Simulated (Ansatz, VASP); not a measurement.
## Ti28Si19O94 (undercooled, nearly rigid 60TiO2-40SiO2 (mol %) at 1500 K): VASP beside Ansatz

One calculation is typed for both programs; each brings its own data sets. How far apart do they land? Of the first pair: The structure shown is the start of the Ansatz relaxation below; VASP solves that cell, so the two are compared at the walk's first step.

Main program and level: Ansatz 0.2.0; plane waves, with VASP 6.6.1 beside it; single point at PBE.

## Step 1: The structure

The cell holds 141 atoms: 28 Ti, 19 Si and 94 O. Its edges and angles: a = 12.901 Å, b = 12.901 Å, c = 12.901 Å, α = 90.0°, β = 90.0°, γ = 90.0°. As first built, before any earlier steps moved the atoms (in the runner's words): 141 atoms (28 Ti, 19 Si, 94 O) placed at random at 2.96 g/cm^3, melted at 4000 K for 10 ps at fixed volume with the Morse and Coulomb pair potential with partial charges (Pedone, Malavasi, Menziani, Cormack and Segre, J. Phys. Chem. B 110, 11780 (2006)). Snapshot at the end of a hold of 10 ps at 1500 K and zero pressure.

## Step 2: Ansatz: relaxation, PBE

Ansatz runs on its PAW soft_1 files.

The two programs are compared at the cell with which this relaxation starts, whose forces are those of its first step.

input.yaml

```yaml
crystal:
  lattice:
    - [12.90086, 0.0, 0.0]
    - [0.0, 12.90086, 0.0]
    - [0.0, 0.0, 12.90086]
  atoms:
    - { symbol: Ti, position: [0.50137, 0.91934, 0.83233] }
    - { symbol: Ti, position: [0.81094, 0.68322, 0.68406] }
    - { symbol: Ti, position: [0.51243, 0.11742, 0.10007] }
    - { symbol: Ti, position: [0.32727, 0.85922, 0.31743] }
    - { symbol: Ti, position: [0.68524, 0.29624, 0.90678] }
    - { symbol: Ti, position: [0.93638, 0.82848, 0.30964] }
    - { symbol: Ti, position: [0.48001, 0.83685, 0.0904] }
    - { symbol: Ti, position: [0.09882, 0.9409, 0.0169] }
    - { symbol: Ti, position: [0.11362, 0.32142, 0.99677] }
    - { symbol: Ti, position: [0.82469, 0.27782, 0.5773] }
    - { symbol: Ti, position: [0.98449, 0.05946, 0.4034] }
    - { symbol: Ti, position: [0.90401, 0.45747, 0.22417] }
    - { symbol: Ti, position: [0.78408, 0.6518, 0.36798] }
    - { symbol: Ti, position: [0.61055, 0.8412, 0.32131] }
    - { symbol: Ti, position: [0.62414, 0.48717, 0.52729] }
    - { symbol: Ti, position: [0.10352, 0.48138, 0.57223] }
    - { symbol: Ti, position: [0.62602, 0.86207, 0.5958] }
    - { symbol: Ti, position: [0.25052, 0.71775, 0.10363] }
    - { symbol: Ti, position: [0.27029, 0.94845, 0.8243] }
    - { symbol: Ti, position: [0.59314, 0.44676, 0.11238] }
    - { symbol: Ti, position: [0.45224, 0.19072, 0.76382] }
    - { symbol: Ti, position: [0.23691, 0.29625, 0.35559] }
    - { symbol: Ti, position: [0.35122, 0.32737, 0.10244] }
    - { symbol: Ti, position: [0.93392, 0.86516, 0.82067] }
    - { symbol: Ti, position: [0.73446, 0.63293, 0.9897] }
    - { symbol: Ti, position: [0.07438, 0.24836, 0.7372] }
    - { symbol: Ti, position: [0.22772, 0.68879, 0.50231] }
    - { symbol: Ti, position: [0.54505, 0.57621, 0.77338] }
    - { symbol: Si, position: [0.10717, 0.60938, 0.28504] }
    - { symbol: Si, position: [0.71408, 0.04312, 0.94917] }
[... 105 atom lines left out ...]
    - { symbol: O, position: [0.40834, 0.03831, 0.80008] }
    - { symbol: O, position: [0.15928, 0.16244, 0.67084] }
    - { symbol: O, position: [0.8578, 0.97356, 0.76149] }
    - { symbol: O, position: [0.59932, 0.54518, 0.6488] }
    - { symbol: O, position: [0.20418, 0.9971, 0.92958] }
    - { symbol: O, position: [0.45778, 0.9886, 0.09918] }
kpoints:
  mp_grid: { grid: [1, 1, 1] }
hamiltonian:
  xc: pbe
  pseudopotentials: { kind: paw, azcp: { folder: soft_1 } }
scf:
  occupations: { method: fermi_dirac, width: 0.129 }
output:
  forces: true
relax:
  f_tol: 0.05
  max_steps: 150
  cell: {}
```

Launch:

```bash
> ansatz run input.yaml --threads 4 --pin off --max-ram 8192MiB --backend cpu --events-out ev --progress --plain --runs-dir out
```

Numbers of over 12 decimals in the logs are rounded to 6 here.

Log:

```text
band count auto-derived: 636 (N_el = 976.0; filled up to band 488; 629 by the electrons, moments and atoms)
Engine: ansatz 0.2.0, aarch64-unknown-linux-gnu
Pseudopotentials: kind: paw
Pseudopotential: Ti, paw, valence charge 12, recommended cutoff 420 eV (normal), soft_1/Ti.paw.azcp
Pseudopotential: Si, paw, valence charge 4, recommended cutoff 420 eV (normal), soft_1/Si.paw.azcp
Pseudopotential: O, paw, valence charge 6, recommended cutoff 420 eV (normal), soft_1/O.paw.azcp
Functional definition: PBE
  parameter kappa = 0.804
  parameter beta = 0.066725
  exchange = pbe_x(kappa = kappa, mu = beta*pi^2/3)
  correlation = pbe_c(beta = beta)
Crystal: 141 atoms, lattice volume = 2147.118 Å³
Basis set: ecut = 420 eV, 41923 PW (Γ), exchange–correlation on 180×180×180 points (8 copies of the dense FFT grid, shifted against one another)
Bands: 636, of which v1, the nominal top of the filled ones, is band 488 counted from 1 (487 counted from 0)
Symmetry: 1 space group operations
Space group: P1 (ITA 1), of the structure as read, at distance tolerance 1.3e-4 Å
k-points: 1
Non-local potential: Ti, projectors of the file, l = 0: 3, l = 1: 2, l = 2: 3, l = 3: 1
Non-local potential: Si, projectors of the file, l = 0: 2, l = 1: 2, l = 2: 1
Non-local potential: O, projectors of the file, l = 0: 2, l = 1: 2, l = 2: 1
PAW form: soft (Blöchl's): semilocal exchange-correlation on the pseudo side does not see the compensation charge
PAW one-centre angular grid: Ti, 590 points (default); XC on 64 Gauss nodes
PAW one-centre angular grid: Si, 110 points (default); XC on 64 Gauss nodes
PAW one-centre angular grid: O, 110 points (default); XC on 64 Gauss nodes
Initial density: superposition of atomic densities (chi_scale 0.1, normalization cell, long waves kept (reshape's long-wave potential 0.81 eV rms))
Initial wavefunctions: pseudopotential atomic-orbital guess
Functional: x = pbe(κ = 0.804, μ = 0.219515), c = pbe(β = 0.066725)
SCF iter   1: F=—  HF=-135624.311710 eV  |F-HF|=—  |Δ(HF+E_count)|=         —  Δρ=1.02e-1  dr2=5.35e2  ethr=3.10e-3  ⟨swp⟩=6.0  Hψ=2415  notcnv=0  defer=11
preconditioner: auto → LDOS  [metal: Δε(μ)=0.160 eV  Ē_g=10.141 eV  σ=0.129 eV  W_gap=0.28  n_scr=484 (ndim 8)  ℏωp=22.0 eV  f_vac=0.095  D(μ)=26.88/eV (n_scr^D=122)  β→1.0]
SCF iter   2: F=—  HF=-135651.247561 eV  |F-HF|=—  |Δ(HF+E_count)|=    2.69e1  Δρ=1.21e-1  dr2=4.39e2  ethr=3.10e-3  ⟨swp⟩=15.0  Hψ=2997  notcnv=0  defer=21
SCF iter   3: F=—  HF=-135579.535925 eV  |F-HF|=—  |Δ(HF+E_count)|=    7.17e1  Δρ=6.19e-2  dr2=1.77e2  ethr=3.10e-3  ⟨swp⟩=20.0  Hψ=4451  notcnv=0  defer=53
SCF iter   4: F=—  HF=-135554.136589 eV  |F-HF|=—  |Δ(HF+E_count)|=    2.54e1  Δρ=3.06e-2  dr2=3.17e1  ethr=3.10e-3  ⟨swp⟩=10.0  Hψ=2273  notcnv=0  defer=76
SCF iter   5: F=—  HF=-135548.274811 eV  |F-HF|=—  |Δ(HF+E_count)|=    5.86e0  Δρ=1.88e-2  dr2=1.04e1  ethr=3.10e-3  ⟨swp⟩=13.0  Hψ=3060  notcnv=0  defer=57
SCF iter   6: F=—  HF=-135547.197977 eV  |F-HF|=—  |Δ(HF+E_count)|=    1.08e0  Δρ=9.56e-3  dr2=1.78e0  ethr=1.07e-3  ⟨swp⟩=8.0  Hψ=1268  notcnv=0  defer=65
SCF iter   7: F=—  HF=-135547.447314 eV  |F-HF|=—  |Δ(HF+E_count)|=   2.49e-1  Δρ=9.66e-3  dr2=2.83e0  ethr=1.82e-4  ⟨swp⟩=11.0  Hψ=2301  notcnv=0  defer=55
SCF iter   8: F=—  HF=-135547.164601 eV  |F-HF|=—  |Δ(HF+E_count)|=   2.83e-1  Δρ=4.13e-3  dr2=4.94e-1  ethr=1.82e-4  ⟨swp⟩=8.0  Hψ=1186  notcnv=0  defer=53
SCF iter   9: F=—  HF=-135547.102987 eV  |F-HF|=—  |Δ(HF+E_count)|=   6.16e-2  Δρ=1.63e-3  dr2=6.57e-2  ethr=5.07e-5  ⟨swp⟩=5.0  Hψ=1282  notcnv=0  defer=53
SCF iter  10: F=—  HF=-135547.097399 eV  |F-HF|=—  |Δ(HF+E_count)|=   5.59e-3  Δρ=6.87e-4  dr2=1.03e-2  ethr=6.73e-6  ⟨swp⟩=2.0  Hψ=1146  notcnv=0  defer=52
SCF iter  11: F=—  HF=-135547.097595 eV  |F-HF|=—  |Δ(HF+E_count)|=   1.97e-4  Δρ=3.32e-4  dr2=1.52e-3  ethr=1.05e-6  ⟨swp⟩=2.0  Hψ=877  notcnv=0  defer=52
SCF iter  12: F=—  HF=-135547.098161 eV  |F-HF|=—  |Δ(HF+E_count)|=   5.65e-4  Δρ=1.92e-4  dr2=5.65e-4  ethr=1.55e-7  ⟨swp⟩=2.0  Hψ=1021  notcnv=0  defer=52
SCF iter  13: F=—  HF=-135547.098364 eV  |F-HF|=—  |Δ(HF+E_count)|=   2.03e-4  Δρ=9.01e-5  dr2=1.02e-4  ethr=5.79e-8  ⟨swp⟩=2.0  Hψ=874  notcnv=0  defer=52
SCF iter  14: F=—  HF=-135547.098353 eV  |F-HF|=—  |Δ(HF+E_count)|=   1.07e-5  Δρ=4.10e-5  dr2=2.13e-5  ethr=1.04e-8  ⟨swp⟩=2.0  Hψ=1002  notcnv=0  defer=52
SCF iter  15: F=—  HF=-135547.098758 eV  |F-HF|=—  |Δ(HF+E_count)|=   4.05e-4  Δρ=1.72e-5  dr2=3.98e-6  ethr=2.19e-9  ⟨swp⟩=2.0  Hψ=1118  notcnv=0  defer=52
SCF iter  16: F=—  HF=-135547.098760 eV  |F-HF|=—  |Δ(HF+E_count)|=   1.94e-6  Δρ=8.98e-6  dr2=1.00e-6  ethr=4.07e-10  ⟨swp⟩=2.0  Hψ=1061  notcnv=0  defer=52
SCF iter  17: F=—  HF=-135547.098760 eV  |F-HF|=—  |Δ(HF+E_count)|=   6.47e-7  Δρ=4.44e-6  dr2=3.18e-7  ethr=1.03e-10  ⟨swp⟩=2.0  Hψ=1061  notcnv=0  defer=52
[...]
- { symbol: Si, position: [0.324007, 0.089059, 0.429385] }
    - { symbol: Si, position: [0.218087, 0.584158, 0.890856] }
    - { symbol: Si, position: [0.154218, 0.090130, 0.601377] }
    - { symbol: Si, position: [0.016502, 0.117480, 0.167092] }
    - { symbol: Si, position: [0.726253, 0.00500209, 0.455259] }
    - { symbol: Si, position: [0.038252, 0.737387, 0.622433] }
    - { symbol: Si, position: [0.744606, 0.858376, 0.087080] }
    - { symbol: Si, position: [0.842645, 0.431466, 0.775042] }
    - { symbol: Si, position: [0.356650, 0.448630, 0.544527] }
    - { symbol: Si, position: [0.541374, 0.166183, 0.489603] }
    - { symbol: Si, position: [0.371349, 0.418708, 0.793020] }
    - { symbol: Si, position: [0.609656, 0.250229, 0.276947] }
    - { symbol: Si, position: [0.852076, 0.123888, 0.773836] }
    - { symbol: O, position: [0.559652, 0.813334, 0.459919] }
    - { symbol: O, position: [0.772656, 0.128733, 0.881768] }
    - { symbol: O, position: [0.836560, 0.855248, 0.171975] }
    - { symbol: O, position: [0.030705, 0.439386, 0.524983] }
    - { symbol: O, position: [0.339254, 0.851077, 0.780301] }
    - { symbol: O, position: [0.913338, 0.717379, 0.600623] }
    - { symbol: O, position: [0.655170, 0.621061, 0.864374] }
    - { symbol: O, position: [0.040689, 0.819802, 0.719329] }
    - { symbol: O, position: [0.551390, 0.152585, 0.222312] }
    - { symbol: O, position: [0.751885, 0.377184, 0.849517] }
    - { symbol: O, position: [0.691238, 0.344878, 0.541859] }
    - { symbol: O, position: [0.084572, 0.621142, 0.650817] }
    - { symbol: O, position: [0.306017, 0.727889, 0.612050] }
    - { symbol: O, position: [0.606742, 0.115463, 0.00112052] }
    - { symbol: O, position: [0.211569, 0.637762, 0.202113] }
    - { symbol: O, position: [0.665723, 0.542593, 0.069029] }
    - { symbol: O, position: [0.296312, 0.175904, 0.341938] }
    - { symbol: O, position: [0.908670, 0.411904, 0.373134] }
    - { symbol: O, position: [0.862531, 0.364630, 0.669563] }
    - { symbol: O, position: [0.085890, 0.214501, 0.120636] }
    - { symbol: O, position: [0.287925, 0.977033, 0.392285] }
    - { symbol: O, position: [0.233299, 0.376005, 0.050325] }
    - { symbol: O, position: [0.879563, 0.567547, 0.960991] }
    - { symbol: O, position: [0.057909, 0.012583, 0.107465] }
[...]
- { symbol: O, position: [0.465011, 0.871356, 0.266500] }
    - { symbol: O, position: [0.886851, 0.345309, 0.171369] }
    - { symbol: O, position: [0.416227, 0.053523, 0.792835] }
    - { symbol: O, position: [0.116836, 0.188601, 0.673313] }
    - { symbol: O, position: [0.892988, 1.005228, 0.760065] }
    - { symbol: O, position: [0.605605, 0.518109, 0.659405] }
    - { symbol: O, position: [0.202949, 0.991455, 0.907956] }
    - { symbol: O, position: [0.430206, 1.005340, 0.100509] }
```

The column dr2 measures how far the density is from self-consistency, as an energy; F and HF (Harris–Foulkes) agree once it is small.

## Step 3: VASP: single point, PBE, start cell, pair 1

The same cell, functional, mesh and smearing now go to VASP, with its own data sets.

Lines of VASP's logs that name or quote its potential files are left out, and so is its time.

INCAR

```
SYSTEM = Ti28Si19O94
PREC = Accurate
ENCUT = 520
EDIFF = 1E-06
NELM = 120
ISMEAR = -1
SIGMA = 0.129
LREAL = Auto
ALGO = Normal
GGA = PE
NBANDS = 586
LASPH = .TRUE.
LORBIT = 11
LWAVE = .FALSE.
LCHARG = .FALSE.
ISIF = 2
GGA_COMPAT = .FALSE.
EFERMI = MIDGAP
```

POSCAR

```
Ti28Si19O94
1.0
   12.9008600000      0.0000000000      0.0000000000
    0.0000000000     12.9008600000      0.0000000000
    0.0000000000      0.0000000000     12.9008600000
Ti Si O
28 19 94
Direct
    0.5013696761      0.9193418113      0.8323321081
    0.8109381855      0.6832180180      0.6840629229
    0.5124309542      0.1174185287      0.1000708480
    0.3272727555      0.8592217883      0.3174284505
    0.6852411390      0.2962438163      0.9067767575
    0.9363794352      0.8284796517      0.3096382722
    0.4800067592      0.8368511867      0.0903970743
    0.0988228692      0.9408985137      0.0168980983
    0.1136203323      0.3214204324      0.9967707579
    0.8246892068      0.2778186881      0.5773025984
    0.9844925067      0.0594611522      0.4033994633
    0.9040095001      0.4574733777      0.2241711018
    0.7840795110      0.6518015078      0.3679832197
    0.6105484441      0.8411997340      0.3213119125
    0.6241366855      0.4871690724      0.5272904287
    0.1035202304      0.4813787608      0.5722331690
    0.6260202808      0.8620665599      0.5957974895
    0.2505181825      0.7177505996      0.1036287503
    0.2702920580      0.9484483980      0.8243016357
    0.5931387520      0.4467609136      0.1123801049
    0.4522411684      0.1907237192      0.7638172959
    0.2369066868      0.2962515677      0.3555886972
    0.3512168956      0.3273735239      0.1024427829
    0.9339222346      0.8651593770      0.8206662192
    0.7344626637      0.6329267971      0.9897014618
    0.0743826381      0.2483632874      0.7371989154
    0.2277212527      0.6887912899      0.5023075981
    0.5450489347      0.5762096480      0.7733825497
    0.1071711498      0.6093779795      0.2850430126
    0.7140764259      0.0431211563      0.9491692802
[... 105 atom lines left out ...]
    0.4083371186      0.0383075237      0.8000784444
    0.1592762033      0.1624387832      0.6708389983
    0.8578032782      0.9735630028      0.7614918695
    0.5993166347      0.5451807089      0.6488017078
    0.2041801864      0.9970963176      0.9295814388
    0.4577834346      0.9886007599      0.0991794345
```

KPOINTS

```
Automatic mesh
0
Gamma
1 1 1
0 0 0
```

Potentials, in the order of the species: Ti_sv, Si and O (PBE family, release 64).

Launch:

```bash
> export OMP_NUM_THREADS=4
> mpirun -np 1 vasp_gam
```

Log:

```text
[banner, memory and clock lines left out]
running    1 mpi-ranks, on    1 nodes
[...]
Offloading initialized ...    1 GPUs detected
[...]
LDA part: xc-table for (Slater+PW92), standard interpolation
 POSCAR, INCAR and KPOINTS ok, starting setup
[...]
entering main loop
       N       E                     dE             d eps       ncg     rms          rms(c)
DAV:   1     0.162335596962E+05    0.16234E+05   -0.54458E+05  1172   0.186E+03
DAV:   2     0.217536073272E+04   -0.14058E+05   -0.13265E+05  1228   0.555E+02
DAV:   3    -0.111999552093E+04   -0.32954E+04   -0.31597E+04  1348   0.252E+02
DAV:   4    -0.143336342206E+04   -0.31337E+03   -0.31214E+03  1600   0.859E+01
[...]
DAV:  20    -0.115824928466E+04    0.37196E-05   -0.34688E-05  1504   0.147E-02    0.938E-03
DAV:  21    -0.115824928331E+04    0.13486E-05   -0.15496E-05  1560   0.842E-03    0.573E-03
DAV:  22    -0.115824928276E+04    0.54762E-06   -0.39794E-06  1192   0.392E-03
   1 F= -.11582493E+04 E0= -.11582113E+04  d E =-.759276E-01
```

OUTCAR, selected parts (step 3):

```text
  FREE ENERGIE OF THE ION-ELECTRON SYSTEM (eV)
  ---------------------------------------------------
  free  energy   TOTEN  =     -1158.2492827617 eV

  energy  without entropy=    -1158.1733551458  energy(sigma->0) =    -1158.21131895
```

The run ends at a pressure of 5.07 GPa, with forces up to 8.6 eV/Å.

## Step 4: Comparison

Known differences besides the potentials themselves: the cutoff is 420 eV in Ansatz and 520 eV in VASP (PREC = Accurate, projectors in real space). Total energies have different zeros and are not compared.

Forces on 8 of the 141 atoms, those with the largest forces and the largest differences (eV/Å; atoms numbered as in POSCAR):

```
atom         Ansatz x, y, z           VASP x, y, z
 Ti6  2.571, -4.609, -4.362  2.593, -4.658, -4.437
Ti10  -3.112, 4.416, -3.918  -3.136, 4.519, -4.058
Ti19  -2.789, 7.976, -1.663  -2.763, 8.023, -1.628
Ti27  -3.408, -3.539, 1.717  -3.468, -3.706, 1.819
Si30  -6.123, -4.299, 3.073  -6.098, -4.277, 3.079
Si35   -2.212, 3.526, 5.293   -2.191, 3.489, 5.317
 O89  -1.850, -5.501, 5.045  -1.888, -5.661, 5.160
 O98    5.545, 0.481, 5.226    5.565, 0.507, 5.278
```

The forces differ by 40 meV/Å r.m.s., which is 1.9 % of the r.m.s. force of 2.149 eV/Å (both taken over all components).

(Continued in part 2 of 2.)

[Lines on the potential files, build, host, timing and source positions are cut from VASP's logs without a mark.]

[Logs are printed without paths, hosts, clocks, repeated set-up lines and the standing remarks that a program may print on its own settings, such as how far it seeks lower states.]

[Hosts, paths, dates, database ids (printed as entryN), source tags and the programs' standing remarks are cut or masked in the printed files.]
